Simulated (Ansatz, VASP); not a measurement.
**H107C58N29O10: VASP beside Ansatz**

One calculation is typed for both programs; each brings its own data sets. How far apart do they land? The cell is taken from a series of runs on this material, whose earlier steps may have relaxed, scaled, displaced or heated it; both programs get it as it stands.

Calculated with Ansatz 0.2.0; plane waves, with VASP 6.6.1 beside it; single point at PBEsol.

**1. Starting point**

The cell holds 204 atoms: 58 C, 29 N, 107 H and 10 O. Its edges and angles: a = 14.152 Å, b = 14.152 Å, c = 14.152 Å, α = 90.0°, β = 90.0°, γ = 90.0°.

**2. VASP: single point, PBEsol**

A single point gives forces, pressure and levels at one fixed geometry, so differences don't come from the geometry; what else differs is listed under the comparison.

Lines of VASP's logs that name or quote its potential files are left out, and so is its time.

The input, INCAR:

```
SYSTEM = H107C58N29O10
PREC = Accurate
ENCUT = 600
EDIFF = 1E-06
NELM = 120
ISMEAR = 0
SIGMA = 0.01
LREAL = Auto
ALGO = Normal
GGA = PS
NBANDS = 414
LORBIT = 11
LWAVE = .FALSE.
LCHARG = .FALSE.
ISIF = 2
LASPH = .TRUE.
GGA_COMPAT = .FALSE.
EFERMI = MIDGAP
```

The input, POSCAR:

```
H107C58N29O10
1.0
   14.1522000000      0.0000000000      0.0000000000
    0.0000000000     14.1522000000      0.0000000000
    0.0000000000      0.0000000000     14.1522000000
C N H O
58 29 107 10
Direct
    0.7558400000      0.2351800000      0.7987800000
    0.7300300000      0.1436600000      0.7513800000
    0.7407900000      0.7953800000      0.5040400000
    0.8194000000      0.7293900000      0.5176300000
    0.9133500000      0.8999400000      0.7082800000
    0.9457200000      0.9573400000      0.7864700000
    0.9490500000      0.9714200000      0.3853100000
    0.9474600000      0.0262300000      0.3008100000
    0.5380100000      0.7014500000      0.1995900000
    0.6248100000      0.7010800000      0.2512900000
    0.0852500000      0.7144400000      0.5940600000
    0.1805500000      0.6932100000      0.6146400000
    0.9377300000      0.6007000000      0.2998400000
    0.0146500000      0.6723100000      0.3045500000
    0.0646300000      0.1260800000      0.0408200000
    0.1141500000      0.2001200000      0.0977700000
    0.4636400000      0.2078500000      0.6406900000
    0.5595900000      0.2397600000      0.6073200000
    0.7896100000      0.6206300000      0.8197100000
    0.7661800000      0.7205800000      0.8329700000
    0.4145300000      0.0203100000      0.1609500000
    0.3250300000      0.9731600000      0.1412200000
    0.3701900000      0.3703200000      0.1313400000
    0.3723700000      0.3672600000      0.0276000000
    0.2328300000      0.6477300000      0.1685000000
    0.2875100000      0.6894100000      0.2410000000
    0.2730300000      0.4470200000      0.7878300000
    0.1949300000      0.5073900000      0.7598900000
    0.4215500000      0.6885700000      0.8686700000
    0.4473800000      0.6274100000      0.9429500000
[... 168 atom lines left out ...]
    0.4838600000      0.7484200000      0.4317800000
    0.7282900000      0.0375500000      0.5155600000
    0.5640300000      0.9180800000      0.4122600000
    0.6953900000      0.4392900000      0.6533900000
    0.5223900000      0.3673200000      0.8004700000
    0.4632400000      0.6582900000      0.6079700000
```

The input, KPOINTS:

```
Automatic mesh
0
Gamma
1 1 1
0 0 0
```

Potentials, in the order of the species: C, N, H and O (PBE family, release 64).

On the command line:

```
$ export OMP_NUM_THREADS=3
$ mpirun -np 1 vasp_gam
```

Numbers of over 12 decimals in the logs are rounded to 6 here.

Log:

```text
[banner, memory and clock lines left out]
running    1 mpi-ranks, on    1 nodes
[...]
Offloading initialized ...    1 GPUs detected
[...]
|                                                                             |
|               ----> ADVICE to this user running VASP <----                  |
|                                                                             |
|     You enforced a specific xc type in the INCAR file but a different       |
|     [... a line on the potential file left out ...]
|     I HOPE YOU KNOW WHAT YOU ARE DOING!                                     |
|                                                                             |

 LDA part: xc-table for (Slater+PW92), standard interpolation
 POSCAR, INCAR and KPOINTS ok, starting setup
[...]
entering main loop
       N       E                     dE             d eps       ncg     rms          rms(c)
DAV:   1     0.424180950761E+04    0.42418E+04   -0.28551E+05   836   0.131E+03
DAV:   2    -0.748026021571E+03   -0.49898E+04   -0.47364E+04  1058   0.289E+02
DAV:   3    -0.133566523622E+04   -0.58764E+03   -0.58225E+03  1048   0.101E+02
DAV:   4    -0.135130684628E+04   -0.15642E+02   -0.15567E+02  1016   0.192E+01
[...]
DAV:  18    -0.122994518880E+04   -0.68331E-06   -0.43276E-05  1088   0.142E-02    0.735E-03
DAV:  19    -0.122994518791E+04    0.89221E-06   -0.10869E-05   968   0.824E-03    0.320E-03
DAV:  20    -0.122994518803E+04   -0.12107E-06   -0.55745E-06   992   0.424E-03
   1 F= -.12299452E+04 E0= -.12299452E+04  d E =0.000000E+00
```

From OUTCAR (step 2):

```text
  FREE ENERGIE OF THE ION-ELECTRON SYSTEM (eV)
  ---------------------------------------------------
  free  energy   TOTEN  =     -1229.9451880278 eV

  energy  without entropy=    -1229.9451880278  energy(sigma->0) =    -1229.94518803
```

The run ends at a pressure of 0.00 GPa, with forces up to 5.4 eV/Å.

(Continued in part 2 of 2.)

[Lines on the potential files, build, host, timing and source positions are cut from VASP's logs without a mark.]

[Logs are printed without paths, hosts, clocks, repeated set-up lines and the standing remarks that a program may print on its own settings, such as how far it seeks lower states.]

[Hosts, paths, dates, database ids (printed as entryN), source tags and the programs' standing remarks are cut or masked in the printed files.]
